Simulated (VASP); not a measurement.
# Ni: surface energy and work function by face, part 4 of 6

How do surface energy, work function and relaxation of Ni depend on the face?

VASP 6.6.1, plane waves and PAW; the level of theory is named at each step.

Still holding for the runs below: The magnetic state follows from one typed start and may not be the lowest.

So far. Step 4 (Surface relaxation, 7 atoms, face Ni(111)): The run ended after 8 ionic steps, 0.004 eV below its first step, once the forces on the free atoms met EDIFFG = -0.03. Step 5 (Vacuum level and density of states, 7 atoms, face …): The vacuum level lies 5.20 eV above the Fermi level at the upper face; both faces agree, as the slab has next to no dipole.

### 6. Relaxing the slab, 7 atoms, face Ni(100)

Level of this step: PBEsol, spin-polarised from a ferromagnetic start; plane waves and PAW (Ni) (VASP).

Contents of INCAR:

```
SYSTEM = Ni
PREC = Normal
ENCUT = 320
EDIFF = 1E-05
NELM = 120
ISMEAR = 1
SIGMA = 0.15
LREAL = .FALSE.
ALGO = Fast
GGA = PS
NBANDS = 51
ISPIN = 2
MAGMOM = 1 1 1 1 1 1 1
LASPH = .TRUE.
LMAXMIX = 4
LORBIT = 11
LWAVE = .FALSE.
LCHARG = .FALSE.
KPAR = 4
IBRION = 2
NSW = 40
ISIF = 2
EDIFFG = -0.03
POTIM = 0.4
MAXMIX = 40
```

Contents of POSCAR:

```
Ni
1.0
    2.4470699736      0.0000000000      0.0000000000
    0.0000000000      2.4470699736      0.0000000000
    0.0000000000      0.0000000000     25.3820386344
Ni
7
Direct
    0.0000000000      0.0000000000      0.2954845400
    0.5000000000      0.5000000000      0.3636563600
    0.0000000000      0.0000000000      0.4318281800
    0.5000000000      0.5000000000      0.5000000000
    0.0000000000      0.0000000000      0.5681718200
    0.5000000000      0.5000000000      0.6363436400
    0.0000000000      0.0000000000      0.7045154600
```

Contents of KPOINTS:

```
Automatic mesh
0
Gamma
12 12 1
0 0 0
```

The projector-augmented-wave data sets are Ni (PBE family, release 64).

The run is started by

```bash
$ mpirun -np 4 vasp_std
```

The log of the run:

```text
[... set-up lines as in an earlier step ...]
 entering main loop
       N       E                     dE             d eps       ncg     rms          rms(c)
DAV:   1     0.433426625403E+03    0.43343E+03   -0.23673E+04  5776   0.118E+03
DAV:   2    -0.119068288191E+02   -0.44533E+03   -0.42014E+03  5723   0.293E+02
DAV:   3    -0.482887935848E+02   -0.36382E+02   -0.34209E+02  6154   0.113E+02
DAV:   4    -0.489174521231E+02   -0.62866E+00   -0.62728E+00  6278   0.170E+01
DAV:   5    -0.489341822832E+02   -0.16730E-01   -0.16730E-01  8672   0.175E+00    0.280E+01
RMM:   6    -0.514007394261E+02   -0.24666E+01   -0.66295E+01  5716   0.641E+01    0.359E+01
RMM:   7    -0.594883468377E+02   -0.80876E+01   -0.16945E+01  5733   0.274E+01    0.452E+01
RMM:   8    -0.487295321619E+02    0.10759E+02   -0.71160E+00  5739   0.205E+01    0.373E+01
RMM:   9    -0.413459387733E+02    0.73836E+01   -0.45981E+00  5762   0.160E+01    0.161E+01
RMM:  10    -0.452806130740E+02   -0.39347E+01   -0.57057E+00  5781   0.163E+01    0.347E+01
RMM:  11    -0.435624743004E+02    0.17181E+01   -0.41076E+00  5753   0.150E+01    0.283E+01
RMM:  12    -0.398116891767E+02    0.37508E+01   -0.75142E-01  5750   0.655E+00    0.503E+00
RMM:  13    -0.400795323647E+02   -0.26784E+00   -0.89227E-02  5781   0.161E+00    0.367E+00
RMM:  14    -0.402412519125E+02   -0.16172E+00   -0.12398E-01  5754   0.206E+00    0.279E+00
RMM:  15    -0.405089615299E+02   -0.26771E+00   -0.12946E-01  5811   0.168E+00    0.300E+00
RMM:  16    -0.406352777125E+02   -0.12632E+00   -0.55976E-02  5819   0.989E-01    0.243E+00
RMM:  17    -0.407162866399E+02   -0.81009E-01   -0.23049E-02  5837   0.550E-01    0.221E+00
RMM:  18    -0.407171392935E+02   -0.85265E-03   -0.16023E-03  5938   0.210E-01    0.219E+00
RMM:  19    -0.407022286918E+02    0.14911E-01   -0.19349E-03  5805   0.176E-01    0.239E+00
RMM:  20    -0.408100768636E+02   -0.10785E+00   -0.51903E-02  6886   0.783E-01    0.151E+00
RMM:  21    -0.408813434126E+02   -0.71267E-01   -0.19411E-02  6247   0.421E-01    0.147E+00
RMM:  22    -0.408708011589E+02    0.10542E-01   -0.43999E-03  5834   0.401E-01    0.226E+00
RMM:  23    -0.409265341644E+02   -0.55733E-01   -0.16534E-02  6578   0.501E-01    0.188E+00
RMM:  24    -0.409682941074E+02   -0.41760E-01   -0.11745E-02  6359   0.406E-01    0.103E+00
RMM:  25    -0.409845892615E+02   -0.16295E-01   -0.46595E-03  5933   0.256E-01    0.556E-01
RMM:  26    -0.409892445075E+02   -0.46552E-02   -0.65293E-04  5744   0.120E-01    0.377E-01
RMM:  27    -0.409988351279E+02   -0.95906E-02   -0.59366E-04  5745   0.128E-01    0.173E-01
RMM:  28    -0.410078345396E+02   -0.89994E-02   -0.22135E-04  5584   0.701E-02    0.633E-02
RMM:  29    -0.410123638709E+02   -0.45293E-02   -0.51095E-05  4551   0.374E-02    0.344E-02
RMM:  30    -0.410165775275E+02   -0.42137E-02   -0.62605E-05  4329   0.310E-02    0.702E-02
RMM:  31    -0.410210509521E+02   -0.44734E-02   -0.74339E-05  4333   0.385E-02    0.530E-02
RMM:  32    -0.410235056754E+02   -0.24547E-02   -0.69321E-05  4154   0.294E-02    0.622E-02
RMM:  33    -0.410242361536E+02   -0.73048E-03   -0.15427E-05  3700   0.193E-02    0.219E-02
RMM:  34    -0.410247675920E+02   -0.53144E-03   -0.12825E-05  3641   0.164E-02    0.181E-02
RMM:  35    -0.410250939604E+02   -0.32637E-03   -0.29096E-06  3437   0.843E-03    0.813E-03
RMM:  36    -0.410253621287E+02   -0.26817E-03   -0.18997E-06  3237   0.631E-03    0.661E-03
RMM:  37    -0.410254598070E+02   -0.97678E-04   -0.71894E-07  3188   0.492E-03    0.652E-03
RMM:  38    -0.410255347352E+02   -0.74928E-04   -0.96902E-07  3276   0.592E-03    0.459E-03
RMM:  39    -0.410255551332E+02   -0.20398E-04   -0.35454E-07  2571   0.432E-03    0.281E-03
RMM:  40    -0.410255562892E+02   -0.11560E-05   -0.48206E-08  1408   0.229E-03
   1 F= -.41025556E+02 E0= -.41026105E+02  d E =-.410256E+02  mag=     4.6094
 curvature:   0.00 expect dE= 0.000E+00 dE for cont linesearch  0.000E+00
 trial: gam= 0.00000 g(F)=  0.219E-01 g(S)=  0.000E+00 ort = 0.000E+00 (trialstep = 0.100E+01)
 search vector abs. value=  0.219E-01
 bond charge predicted
       N       E                     dE             d eps       ncg     rms          rms(c)
DAV:   1    -0.410370425423E+02   -0.11487E-01   -0.37344E+00  5982   0.778E+00    0.483E-01
RMM:   2    -0.410406169498E+02   -0.35744E-02   -0.36150E-02  5716   0.155E+00    0.687E-01
RMM:   3    -0.410422353469E+02   -0.16184E-02   -0.57501E-03  5753   0.455E-01    0.815E-01
RMM:   4    -0.410415612355E+02    0.67411E-03   -0.11749E-03  5760   0.233E-01    0.289E-01
RMM:   5    -0.410417336079E+02   -0.17237E-03   -0.33717E-04  5752   0.119E-01    0.116E-01
RMM:   6    -0.410417872933E+02   -0.53685E-04   -0.81634E-05  5450   0.558E-02    0.811E-02
RMM:   7    -0.410418156743E+02   -0.28381E-04   -0.26748E-05  3977   0.305E-02    0.746E-02
RMM:   8    -0.410418145286E+02    0.11457E-05   -0.10353E-05  3443   0.206E-02
   2 F= -.41041815E+02 E0= -.41042253E+02  d E =-.162582E-01  mag=     4.6066
[...]
3 F= -.41046396E+02 E0= -.41046698E+02  d E =-.208394E-01  mag=     4.6027
[...]
4 F= -.41046438E+02 E0= -.41046724E+02  d E =-.208816E-01  mag=     4.6025
[...]
5 F= -.41046431E+02 E0= -.41046724E+02  d E =-.208746E-01  mag=     4.6026
[...]
6 F= -.41047653E+02 E0= -.41047995E+02  d E =-.122227E-02  mag=     4.5983
 trial-energy change:   -0.001222  1 .order   -0.001223   -0.001647   -0.000799
 step:   2.2630(harm=  2.2630)  dis= 0.01000  next Energy=   -41.048030 (dE=-0.160E-02)
 bond charge predicted
       N       E                     dE             d eps       ncg     rms          rms(c)
DAV:   1    -0.410477538745E+02   -0.10821E-03   -0.29539E-01  5856   0.220E+00    0.167E-01
RMM:   2    -0.410480025870E+02   -0.24871E-03   -0.26038E-03  5711   0.423E-01    0.157E-02
RMM:   3    -0.410480472659E+02   -0.44679E-04   -0.38112E-04  5701   0.117E-01    0.950E-03
RMM:   4    -0.410480509695E+02   -0.37035E-05   -0.51430E-05  4870   0.458E-02
   7 F= -.41048051E+02 E0= -.41048433E+02  d E =-.162010E-02  mag=     4.5943
 curvature:  -1.17 expect dE=-0.630E-04 dE for cont linesearch -0.115E-04
 trial: gam= 0.00000 g(F)=  0.538E-04 g(S)=  0.000E+00 ort =-0.120E-03 (trialstep = 0.139E+01)
 search vector abs. value=  0.538E-04
 reached required accuracy - stopping structural energy minimisation
```

The job ended after 3.5 min (4 MPI ranks of Intel Xeon Platinum 8259CL at 2.50GHz (Skylake/Cascade Lake), shared host; peak memory 1 GiB).

Parts of OUTCAR (step 6):

```text
   k-points           NKPTS =     28   k-points in BZ     NKDIM =     28   number of bands    NBANDS=     51

   ENCUT  =  320.0 eV  23.52 Ry    4.85 a.u.   3.57  3.57 37.02*2*pi/ulx,y,z

   NELECT =      70.0000    total number of electrons

 E-fermi :   2.1451

 spin component 1
 k-point     1 :       0.0000    0.0000    0.0000
  band No.  band energies     occupation
    ...
     37       1.5647      1.00000
     38       1.6063      1.00000
     39       1.6608      1.00002
     40       1.6608      1.00002
     41       1.7580      1.00080
     42       3.2273     -0.00000
     43       4.1568     -0.00000
     44       7.1077      0.00000
     45       7.4839      0.00000
     46       8.4686      0.00000
    ...

 k-point     2 :       0.0833    0.0000    0.0000
  band No.  band energies     occupation
    ...
     36       1.3635      1.00000
     37       1.5162      1.00000
     38       1.5213      1.00000
     39       1.6047      1.00000
     40       1.6690      1.00003
     41       2.3010     -0.02872
     42       3.6629     -0.00000
     43       4.6549     -0.00000
     44       7.2845      0.00000
     45       7.6719      0.00000
    ...

  Total       -1.8393082     -1.8393082     -0.3339976      0.0000000     -0.0000000      0.0000000
  in kB      -19.3885713    -19.3885713     -3.5207460      0.0000000     -0.0000000      0.0000000
  external PRESSURE =     -14.0992962 kB  Pullay stress =       0.0000000 kB

 POSITION                                       TOTAL-FORCE (eV/Angst)
 -----------------------------------------------------------------------------------
      0.00000      0.00000      7.53191        -0.000000     -0.000000      0.012200
      1.22353      1.22353      9.20471        -0.000000      0.000000      0.006254
      0.00000      0.00000     10.95041         0.000000     -0.000000      0.022565
      1.22353      1.22353     12.69102        -0.000000      0.000000     -0.000000
      0.00000      0.00000     14.43163         0.000000     -0.000000     -0.022565
      1.22353      1.22353     16.17733        -0.000000      0.000000     -0.006254
      2.44707      0.00000     17.85013         0.000000     -0.000000     -0.012200
 -----------------------------------------------------------------------------------
    total drift:                                0.000000      0.000000      0.000000

  FREE ENERGIE OF THE ION-ELECTRON SYSTEM (eV)
  ---------------------------------------------------
  free  energy   TOTEN  =       -41.0480509695 eV

  energy  without entropy=      -41.0491963655  energy(sigma->0) =      -41.04843277

 magnetization (x)
# of ion       s       p       d       tot
------------------------------------------
    1       -0.003  -0.018   0.747   0.727
    2       -0.008  -0.024   0.683   0.651
    3       -0.007  -0.024   0.677   0.645
    4       -0.006  -0.024   0.640   0.609
    5       -0.007  -0.024   0.677   0.645
    6       -0.008  -0.024   0.683   0.651
    7       -0.003  -0.018   0.747   0.727
--------------------------------------------------
tot         -0.041  -0.157   4.853   4.655

[... 1 part as in an earlier step ...]

[... 20 further parts left out ...]
```

CONTCAR:

```
Ni
   1.00000000000000
     2.4470699736000001    0.0000000000000000    0.0000000000000000
     0.0000000000000000    2.4470699736000001    0.0000000000000000
     0.0000000000000000    0.0000000000000000   25.3820386344000006
  Ni
     7
Direct
     0.0000000000000000    0.0000000000000000    0.2967417050500879
     0.5000000000000000    0.5000000000000000    0.3626467372488649
     0.0000000000000000    0.0000000000000000    0.4314235624951674
     0.5000000000000000    0.5000000000000000    0.5000000000000000
     0.0000000000000000    0.0000000000000000    0.5685764375048327
     0.5000000000000000    0.5000000000000000    0.6373532627511351
     1.0000000000000000    0.0000000000000000    0.7032582949499120
```

The run keeps the 16 symmetry operations of its start, so it cannot find a distortion of lower symmetry.

Relaxation path:

```
step  energy less that of the first step (eV)  largest force (eV/Å)
   1                                   0.0000                0.3910
   2                                  -0.0163                0.1997
   3                                  -0.0208                0.1117
   4                                  -0.0209                0.1161
   5                                  -0.0209                0.1143
   6                                  -0.0221                0.0490
   7                                  -0.0225                0.0226
```

The atoms that moved most (Å):

```csv
atom,dx,dy,dz,length
Ni7,0.000,0.000,-0.032,0.032
Ni1,0.000,0.000,0.032,0.032
Ni6,0.000,0.000,0.026,0.026
Ni2,0.000,0.000,-0.026,0.026
Ni3,0.000,0.000,-0.010,0.010
Ni5,0.000,0.000,0.010,0.010
```

Final coordinates:

```xyz
7
Lattice="2.4471 0.0000 0.0000 0.0000 2.4471 0.0000 0.0000 0.0000 25.3820" Properties=species:S:1:pos:R:3
Ni    0.0000    0.0000    7.5319
Ni    1.2235    1.2235    9.2047
Ni    0.0000    0.0000   10.9504
Ni    1.2235    1.2235   12.6910
Ni    0.0000    0.0000   14.4316
Ni    1.2235    1.2235   16.1773
Ni    0.0000    0.0000   17.8501
```

Numbers from this step:

| Quantity | Value |
| --- | --- |
| electronic cycles | 73 |
| free energy (TOTEN) | -41.05 eV |
| energy at zero smearing | -41.05 eV |
| Fermi energy | 2.145 eV |
| moment of the cell, from the last line of the log | 4.594 μB |

Spin moment in the PAW sphere by atom:

| atom | spin moment in the PAW sphere (μB) |
| --- | --- |
| Ni1 | 0.727 |
| Ni2 | 0.651 |
| Ni3 | 0.645 |
| Ni4 | 0.609 |
| Ni5 | 0.645 |
| Ni6 | 0.651 |
| Ni7 | 0.727 |

The run ended after 7 ionic steps, 0.022 eV below its first step, once the forces on the free atoms met EDIFFG = -0.03.

(Continued in part 5 of 6.)

[Lines on the potential files, build, host, timing and source positions are cut from VASP's logs without a mark.]

[Logs are printed without paths, hosts, clocks, repeated set-up lines and the standing remarks that a program may print on its own settings, such as how far it seeks lower states.]

[Hosts, paths, dates, database ids (printed as entryN), source tags and the programs' standing remarks are cut or masked in the printed files.]

[Runs that stopped without an error message from VASP are left out.]
